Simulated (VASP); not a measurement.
NaF (rock salt):

```
CELL_PARAMETERS angstrom
      0.00000     2.31500     2.31500
      2.31500     0.00000     2.31500
      2.31500     2.31500     0.00000
ATOMIC_POSITIONS crystal
  Na 0.00000 0.00000 0.00000
  F  0.50000 0.50000 0.50000
```

The lowest empty band near Γ, direction [100], from mBJ (TB09) with spin-orbit coupling in VASP (PAW); its two spin partners are averaged. The gap over the points computed is 11.06 eV, and the next band on that side lies 11.81 eV away at the edge.

Settings: 520 eV cut-off, 11×11×11 Γ-centred mesh, Gaussian smearing of 0.050 eV, potentials Na_pv F.

```csv
distance from the edge in k (1/Å),distance in energy (meV)
0.025,3.5
0.035,6.8
0.050,13.9
0.070,27.2
```

Problem. Fit E(1 + αE) = ħ²k²/2m* (ħ²/2m0 = 3.810 eV Å²) and predict the row at 0.095 1/Å.

Solution. The rows don't resolve α, so a parabola serves: the electron mass is m* = 0.686 m0, and so 50.1 meV. The run gave 49.8 meV, -0.3 meV from the fit.

Left out are points under 3 meV from the edge, since the levels carry 0.1 meV, and points farther than half the way to the next band.

The compound is NaF in the rock salt structure. The cell was not relaxed at this level.
